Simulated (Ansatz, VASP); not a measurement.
# Cross-check of ScOs2 between VASP and Ansatz

One calculation is typed for both programs; each brings its own data sets. How far apart do they land? The cell is taken from a series of runs on this material, whose earlier steps may have relaxed, scaled, displaced or heated it; both programs get it as it stands.

Program: Ansatz 0.2.0. Level of theory: plane waves, with VASP 6.6.1 beside it; LDA. Results are calculated unless marked as measured.

### Step 1. The starting structure

Symmetry: P6_3/mmc, No. 194, hexagonal system. The conventional cell has a = 5.109 Å, b = 5.109 Å, c = 8.482 Å, α = 90.00°, β = 90.00°, γ = 120.00°. Sc has 12 Os at 2.99 to 3.04 Å and 4 Sc at 3.09 to 3.17 Å nearest. Nearest to Os lie 6 Os at 2.45 to 2.65 Å and 6 Sc at 2.99 to 3.04 Å. Nearest to Os lie 6 Os at 2.62 Å and 6 Sc at 3.01 Å. Farther neighbours are not listed.

### Step 2. VASP: relaxation of cell and atoms, LDA

The relaxed volume is the usual yardstick between codes: in a stiff, nearly cubic crystal its relative difference is about their pressure difference at one cell divided by the bulk modulus.

Lines of VASP's logs that name or quote its potential files are left out, and so is its time.

INCAR reads:

```
SYSTEM = ScOs2
PREC = Accurate
ENCUT = 600
EDIFF = 1E-07
NELM = 120
ISMEAR = 0
SIGMA = 0.1
LREAL = .FALSE.
ALGO = Normal
GGA = PW92
NBANDS = 66
LASPH = .TRUE.
LORBIT = 11
LWAVE = .FALSE.
LCHARG = .FALSE.
ISIF = 3
IBRION = 2
NSW = 80
EDIFFG = -0.005
GGA_COMPAT = .FALSE.
NELMIN = 4
KPAR = 2
```

POSCAR reads:

```
ScOs2
1.0
    5.1091370000      0.0000000000      0.0000000000
   -2.5545680000      4.4246420000      0.0000000000
    0.0000000000      0.0000000000      8.4816530000
Sc Os
4 8
Direct
    0.3333333157      0.6666667144      0.4322731371
    0.6666666491      0.3333333810      0.5677268629
    0.6666666491      0.3333333810      0.9322731371
    0.3333333157      0.6666667144      0.0677268629
    0.1732020249      0.3464041326      0.7500000000
    0.1732020249      0.8267980052      0.7500000000
    0.3464040673      0.1732020902      0.2500000000
    0.8267979399      0.6535959628      0.2500000000
    0.6535958975      0.8267980052      0.7500000000
    0.9999999824      0.0000000477      0.0000000000
    0.8267979399      0.1732020902      0.2500000000
    0.9999999824      0.0000000477      0.5000000000
```

KPOINTS reads:

```
Automatic mesh
0
Gamma
6 6 2
0 0 0
```

Potentials, in the order of the species: Sc_sv and Os (LDA family, release 64).

Command:

```sh
$ mpirun -np 2 vasp_std
```

Numbers of over 12 decimals in the logs are rounded to 6 here.

Log:

```text
[banner, memory and clock lines left out]
running    2 mpi-ranks, on    1 nodes
 distrk:  each k-point on    1 cores,    2 groups
 distr:  one band on    1 cores,    1 groups

 POSCAR found type information on POSCAR ScOs
 POSCAR found :  2 types and      12 ions
|                                                                             |
|               ----> ADVICE to this user running VASP <----                  |
|                                                                             |
|     You enforced a specific xc type in the INCAR file but a different       |
|     [... a line on the potential file left out ...]
|     I HOPE YOU KNOW WHAT YOU ARE DOING!                                     |
|                                                                             |

 LDA part: xc-table for (Slater(with rela. corr.)+PW92), standard interpolation
 POSCAR, INCAR and KPOINTS ok, starting setup
 FFT: planning ... GRIDC
 FFT: planning ... GRID_SOFT
 FFT: planning ... GRID
 WAVECAR not read
 entering main loop
       N       E                     dE             d eps       ncg     rms          rms(c)
DAV:   1     0.174344096332E+04    0.17434E+04   -0.50790E+04  1872   0.195E+03
DAV:   2     0.151736090997E+03   -0.15917E+04   -0.15615E+04  2120   0.667E+02
DAV:   3    -0.103712650630E+03   -0.25545E+03   -0.24102E+03  3048   0.272E+02
DAV:   4    -0.138445381759E+03   -0.34733E+02   -0.32241E+02  3176   0.105E+02
DAV:   5    -0.141680990600E+03   -0.32356E+01   -0.30305E+01  3224   0.335E+01    0.593E+01
DAV:   6    -0.134566890461E+03    0.71141E+01   -0.13423E+01  2952   0.239E+01    0.274E+01
DAV:   7    -0.132841002956E+03    0.17259E+01   -0.67376E+00  3016   0.164E+01    0.354E+00
DAV:   8    -0.132793830378E+03    0.47173E-01   -0.83153E-01  3176   0.626E+00    0.174E+00
DAV:   9    -0.132735492521E+03    0.58338E-01   -0.19883E-01  3112   0.286E+00    0.521E-01
DAV:  10    -0.132734686138E+03    0.80638E-03   -0.39315E-02  3152   0.110E+00    0.388E-01
DAV:  11    -0.132733385813E+03    0.13003E-02   -0.42352E-03  3128   0.466E-01    0.163E-01
DAV:  12    -0.132733373358E+03    0.12455E-04   -0.88237E-04  3288   0.136E-01    0.680E-02
DAV:  13    -0.132733364320E+03    0.90378E-05   -0.10867E-04  3008   0.561E-02    0.115E-02
DAV:  14    -0.132733363770E+03    0.54996E-06   -0.74662E-06  3272   0.176E-02    0.536E-03
DAV:  15    -0.132733363522E+03    0.24796E-06   -0.14452E-06  2944   0.823E-03    0.258E-03
DAV:  16    -0.132733363506E+03    0.16136E-07   -0.70805E-08  1384   0.244E-03
   1 F= -.13273336E+03 E0= -.13270637E+03  d E =-.132733E+03
[... from here on, the cycles between the ionic steps are left out ...]
   2 F= -.13275475E+03 E0= -.13273098E+03  d E =-.213887E-01
   3 F= -.13275697E+03 E0= -.13273297E+03  d E =-.236025E-01
   4 F= -.13275900E+03 E0= -.13273535E+03  d E =-.203050E-02
   5 F= -.13276119E+03 E0= -.13273749E+03  d E =-.422081E-02
   6 F= -.13276136E+03 E0= -.13273766E+03  d E =-.171070E-03
   7 F= -.13276136E+03 E0= -.13273766E+03  d E =-.171063E-03
   8 F= -.13276140E+03 E0= -.13273767E+03  d E =-.409143E-04
   9 F= -.13276141E+03 E0= -.13273770E+03  d E =-.564189E-04
  10 F= -.13276143E+03 E0= -.13273773E+03  d E =-.169452E-04
  11 F= -.13276144E+03 E0= -.13273773E+03  d E =-.235244E-04
 curvature:  -0.50 expect dE=-0.807E-05 dE for cont linesearch -0.141E-08
 trial: gam= 0.09935 g(F)=  0.126E-04 g(S)=  0.353E-05 ort =-0.681E-06 (trialstep = 0.760E+00)
 search vector abs. value=  0.177E-04
 bond charge predicted
       N       E                     dE             d eps       ncg     rms          rms(c)
DAV:   1    -0.132761440963E+03   -0.31235E-05   -0.21917E-03  1972   0.331E-01    0.179E-02
DAV:   2    -0.132761445207E+03   -0.42441E-05   -0.10696E-04  2970   0.822E-02    0.133E-02
DAV:   3    -0.132761443588E+03    0.16188E-05   -0.92371E-06  3240   0.219E-02    0.757E-03
DAV:   4    -0.132761442350E+03    0.12386E-05   -0.27382E-06  3032   0.124E-02    0.289E-03
DAV:   5    -0.132761442259E+03    0.90280E-07   -0.54200E-07  2144   0.576E-03
  12 F= -.13276144E+03 E0= -.13273775E+03  d E =-.442557E-05
 trial-energy change:   -0.000004  1 .order   -0.000005   -0.000012    0.000002
 step:   0.6186(harm=  0.6508)  dis= 0.00018  next Energy=  -132.761442 (dE=-0.462E-05)
 reached required accuracy - stopping structural energy minimisation
```

OUTCAR, selected parts (step 2):

```text
ion  position               nearest neighbor table
   1  0.333  0.667  0.432-   7 2.99   7 2.99  11 2.99  11 2.99   8 2.99   8 2.99  12 3.01  12 3.01
                            12 3.01   5 3.04   6 3.04   9 3.04   4 3.09   2 3.17   2 3.17   2 3.17
   2  0.667  0.333  0.568-   9 2.99   9 2.99   6 2.99   6 2.99   5 2.99   5 2.99  12 3.01  12 3.01
                            12 3.01   8 3.04  11 3.04   7 3.04   3 3.09   1 3.17   1 3.17   1 3.17
   3  0.667  0.333  0.932-   9 2.99   9 2.99   6 2.99   6 2.99   5 2.99   5 2.99  10 3.01  10 3.01
                            10 3.01   8 3.04  11 3.04   7 3.04   2 3.09   4 3.17   4 3.17   4 3.17
   4  0.333  0.667  0.068-   7 2.99   7 2.99  11 2.99  11 2.99   8 2.99   8 2.99  10 3.01  10 3.01
                            10 3.01   5 3.04   6 3.04   9 3.04   1 3.09   3 3.17   3 3.17   3 3.17
   5  0.173  0.346  0.750-   6 2.45   9 2.45  10 2.62  12 2.62   6 2.65   9 2.65   2 2.99   3 2.99
                             3 2.99   2 2.99   1 3.04   4 3.04
   6  0.173  0.827  0.750-   5 2.45   9 2.45  10 2.62  12 2.62   5 2.65   9 2.65   2 2.99   3 2.99
                             3 2.99   2 2.99   4 3.04   1 3.04
   7  0.346  0.173  0.250-   8 2.45  11 2.45  10 2.62  12 2.62   8 2.65  11 2.65   1 2.99   4 2.99
                             1 2.99   4 2.99   3 3.04   2 3.04
   8  0.827  0.654  0.250-  11 2.45   7 2.45  10 2.62  12 2.62  11 2.65   7 2.65   1 2.99   4 2.99
                             4 2.99   1 2.99   3 3.04   2 3.04
   9  0.654  0.827  0.750-   5 2.45   6 2.45  10 2.62  12 2.62   5 2.65   6 2.65   2 2.99   3 2.99
                             2 2.99   3 2.99   1 3.04   4 3.04
  10  1.000  0.000  0.000-   5 2.62   8 2.62   6 2.62  11 2.62   9 2.62   7 2.62   3 3.01   4 3.01
                             4 3.01   3 3.01   4 3.01   3 3.01
  11  0.827  0.173  0.250-   8 2.45   7 2.45  10 2.62  12 2.62   8 2.65   7 2.65   4 2.99   1 2.99
                             1 2.99   4 2.99   3 3.04   2 3.04
  12  1.000  0.000  0.500-   5 2.62   8 2.62   6 2.62  11 2.62   9 2.62   7 2.62   2 3.01   1 3.01
                             2 3.01   1 3.01   1 3.01   2 3.01

  LATTYP: Found a hexagonal cell.
 ALAT       =     5.1091370000
 C/A-ratio  =     1.6600950415

 Subroutine GETGRP returns: Found 24 space group operations
 (whereof 12 operations were pure point group operations)

The static configuration has the point symmetry D_3d.
 The point group associated with its full space group is D_6h.

 Found     14 irreducible k-points:

   k-points           NKPTS =     14   k-points in BZ     NKDIM =     14   number of bands    NBANDS=     66

   dimension x,y,z NGX =    42 NGY =   42 NGZ =   70
   dimension x,y,z NGXF=    84 NGYF=   84 NGZF=  140

   ENCUT  =  600.0 eV  44.10 Ry    6.64 a.u.  10.20 10.20 16.94*2*pi/ulx,y,z

   NELECT =     108.0000    total number of electrons

 k-points in reciprocal lattice and weights: Automatic mesh
   0.00000000  0.00000000  0.00000000       0.014
   0.16666667  0.00000000  0.00000000       0.083
   0.33333333  0.00000000  0.00000000       0.083
   0.50000000  0.00000000  0.00000000       0.042
   0.16666667  0.16666667  0.00000000       0.083
   0.33333333  0.16666667  0.00000000       0.167
   0.33333333  0.33333333  0.00000000       0.028
   0.00000000  0.00000000  0.50000000       0.014
   0.16666667  0.00000000  0.50000000       0.083
[...]
0.33333333  0.16666667  0.50000000       0.167
   0.33333333  0.33333333  0.50000000       0.028

 average (electrostatic) potential at core
       1 -43.1840       2 -43.1840       3 -43.1840       4 -43.1840       5 -45.2599
       6 -45.2599       7 -45.2599       8 -45.2599       9 -45.2599      10 -45.1773
      11 -45.2599      12 -45.1773

 E-fermi :   7.2666

 k-point     1 :       0.0000    0.0000    0.0000
  band No.  band energies     occupation
    ...
     47       7.1082      1.97487
     48       7.1259      1.95337
     49       7.1259      1.95337
     50       7.1549      1.88579
     51       7.1549      1.88579
     52       7.3596      0.18813
     53       7.3596      0.18813
     54       7.3984      0.06232
     55       7.4639      0.00527
     56       7.5679      0.00002
    ...

 k-point     2 :       0.1667    0.0000    0.0000
  band No.  band energies     occupation
    ...
     47       6.6032      2.00000
     48       6.7034      2.00000
     49       6.8027      2.00000
     50       6.9670      1.99998
     51       7.0309      1.99914
     52       7.3394      0.30286
     53       7.3436      0.27617
     54       7.5748      0.00001
     55       7.6065      0.00000
     56       7.7392      0.00000
    ...

 k-point     3 :       0.3333    0.0000    0.0000
  band No.  band energies     occupation
    ...
     48       5.7118      2.00000
     49       5.7969      2.00000
     50       5.9969      2.00000
     51       6.6061      2.00000
     52       7.1517      1.89587
     53       7.5471      0.00007
     54       7.5782      0.00001
     55       7.5944      0.00000
     56       7.6022      0.00000
     57       7.7858      0.00000
    ...

  Total        0.0167331      0.0167331     -0.0017429      0.0000000      0.0000000     -0.0000000
  in kB        0.1399973      0.1399973     -0.0145820      0.0000000      0.0000000     -0.0000000
  external PRESSURE =       0.0884709 kB  Pullay stress =       0.0000000 kB

  energy-cutoff  :      600.00
  volume of cell :      191.50
      direct lattice vectors                 reciprocal lattice vectors
     5.137071376  0.000000003  0.000000000     0.194663443  0.112388980  0.000000000
    -2.568535182  4.448833870 -0.000000000    -0.000000000  0.224778004  0.000000000
    -0.000000000 -0.000000000  8.379250936    -0.000000000  0.000000000  0.119342410

 POSITION                                       TOTAL-FORCE (eV/Angst)
 -----------------------------------------------------------------------------------
      0.00000      2.96589      3.62646         0.000000     -0.000000     -0.000448
      2.56854      1.48294      4.75279         0.000000     -0.000000      0.000448
      2.56854      1.48294      7.81608         0.000000     -0.000000     -0.000448
      0.00000      2.96589      0.56317         0.000000     -0.000000      0.000448
     -0.00000      1.54262      6.28444        -0.000000     -0.002595      0.000000
     -1.23259      3.67752      6.28444        -0.002247      0.001297     -0.000000
      1.33595      0.77131      2.09481        -0.002247     -0.001297     -0.000000
      2.56854      2.90622      2.09481         0.000000      0.002595     -0.000000
      1.23259      3.67752      6.28444         0.002247      0.001297      0.000000
      5.13707      0.00000      8.37925         0.000000     -0.000000     -0.000000
      3.80112      0.77131      2.09481         0.002247     -0.001297      0.000000
      5.13707      0.00000      4.18963         0.000000     -0.000000     -0.000000
 -----------------------------------------------------------------------------------
    total drift:                                0.000707     -0.000747     -0.000028

  FREE ENERGIE OF THE ION-ELECTRON SYSTEM (eV)
  ---------------------------------------------------
  free  energy   TOTEN  =      -132.7614422593 eV

  energy  without entropy=     -132.7140511029  energy(sigma->0) =     -132.73774668

 reached required accuracy - stopping structural energy minimisation

 total charge
# of ion       s       p       d       tot
------------------------------------------
    1        2.228   6.192   1.095   9.515
    2        2.228   6.192   1.095   9.515
    3        2.228   6.192   1.095   9.515
    4        2.228   6.192   1.095   9.515
    5        0.746   0.706   6.274   7.726
    6        0.746   0.706   6.274   7.726
    7        0.746   0.706   6.274   7.726
    8        0.746   0.706   6.274   7.726
    9        0.746   0.706   6.274   7.726
   10        0.707   0.712   6.225   7.643
   11        0.746   0.706   6.274   7.726
   12        0.707   0.712   6.225   7.643
--------------------------------------------------
tot         14.803  30.429  54.472  99.704

[... 3 further parts left out ...]
```

The k-mesh is coarse for a metal. The run keeps the 24 symmetry operations of its start, so it cannot find a distortion of lower symmetry.

[end of part 1 of 2]

[Lines on the potential files, build, host, timing and source positions are cut from VASP's logs without a mark.]

[Logs are printed without paths, hosts, clocks, repeated set-up lines and the standing remarks that a program may print on its own settings, such as how far it seeks lower states.]

[Hosts, paths, dates, database ids (printed as entryN), source tags and the programs' standing remarks are cut or masked in the printed files.]
